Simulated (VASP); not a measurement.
VASP runs on ZrO$_{2}$ (fluorite) share one base input (PBE GGA, plane waves, VASP's PBE PAW potentials (set 64)) and change the settings named in each case.

### INCAR
```
! general
SYSTEM  = ZrO2
PREC    = Accurate
ENCUT   = 520
LREAL   = .FALSE.
LASPH   = .TRUE.

! electronic loop
EDIFF   = 1E-6
NELM    = 100
ALGO    = Normal
LMAXMIX = 4

! smearing
ISMEAR  = 0
SIGMA   = 0.05

! functional
GGA     = PE

! ions
ISIF    = 2

! output
LWAVE   = .FALSE.
LCHARG  = .FALSE.
```

### POSCAR
```
ZrO2
1.0
  0.0000000000   2.5450000000   2.5450000000
  2.5450000000   0.0000000000   2.5450000000
  2.5450000000   2.5450000000   0.0000000000
Zr O
1 2
Cartesian
  0.0000000000   0.0000000000   0.0000000000
  1.2725000000   1.2725000000   1.2725000000
  3.8175000000   3.8175000000   3.8175000000
```

KPOINTS:
```
Automatic mesh
0
Gamma
7 7 7
0 0 0
```

POTCAR, in this order: Zr_sv O (PBE.64 set). Program: vasp_std.

| change | E(σ→0) (eV/atom) | pressure (GPa) | irreducible k-points |
|---|---|---|---|
| base run | -9.5202 | 4.01 | 20 |
| KPOINTS 1×1×1 Γ-centred mesh | -9.9500 | -25.38 | 1 |
| KPOINTS 2×2×2 Γ-centred mesh | -9.3349 | 8.06 | 3 |
| KPOINTS 4×4×4 Γ-centred mesh | -9.5200 | 4.01 | 8 |
| KPOINTS 5×5×5 Γ-centred mesh | -9.5202 | 4.01 | 10 |
| KPOINTS 6×6×6 Γ-centred mesh | -9.5202 | 4.01 | 16 |
| KPOINTS 8×8×8 Γ-centred mesh | -9.5202 | 4.00 | 29 |
| KPOINTS 13×13×13 Γ-centred mesh | -9.5202 | 4.00 | 84 |

Left out are runs that ran out of time, are held back, or changed the cell or the kind of run, fixed moments of cells without a moment, rows past the twelfth, gaps on odd meshes, pressures of charged cells and columns that move by less than the noise.

The compound is ZrO2 in the fluorite structure, the high-temperature cubic form, which is unstable at 0 K; the monoclinic form is the stable one. The cell was not relaxed at this level.
